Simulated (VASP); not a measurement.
Calculation: PBEsol GGA, VASP's PBE PAW potentials (set 64) (plane waves; VASP).

A VASP calculation is set up with these files.

File POSCAR:
```
Ni
1
    2.4022420000     0.0000000000     0.0000000000
   -1.2011210000     2.0804030000     0.0000000000
    0.0000000000     0.0000000000     3.9966480000
Ni
2
Direct
  0.3333330000   0.6666670000   0.2500000000
  0.6666670000   0.3333330000   0.7500000000
```

### INCAR
```
# general
SYSTEM =Ni
PREC   =Accurate
ENCUT  =300
LREAL  =.False.   # projection in real space or not
LASPH  =.True.

# electronic loop
EDIFF  =1E-6
NELM   =100   # most electronic steps
ALGO   =Normal   # blocked Davidson
LMAXMIX=4   # l cut-off of mixed one-centre charges

# smearing
ISMEAR =-1   # Fermi-Dirac
SIGMA  =0.1   # width (eV)

# functional
GGA    =PS   # PBEsol

# spin
ISPIN  =2   # spin-polarised

# ions
ISIF   =2   # forces and stress, cell fixed

# output
LWAVE  =.False.
LCHARG =.False.
LORBIT =11   # lm-projected
```

**KPOINTS**
```
Automatic mesh
0
gamma
  11 11 6
0 0 0
```

POTCAR, in this order: Ni (PBE.64 set). Program: vasp_std. The INCAR's line for the spin-polarised start is left out here.

Problem. What will the output report for the number of irreducible k-points (NKPTS), largest plane-wave count, number of space-group operations, FFT grid (NGX, NGY, NGZ)?

Solution. 
```json
{
 "number of irreducible k-points (NKPTS)": "64",
 "largest_plane_wave_count": "248",
 "number_of_space_group_operations": "24",
 "FFT grid (NGX, NGY, NGZ)": "14 × 14 × 24"
}
```

The structure comes from a computed database's Ni entry (P6_3/mmc); how it stands against other phases isn't given here. The cell was not relaxed at this level.
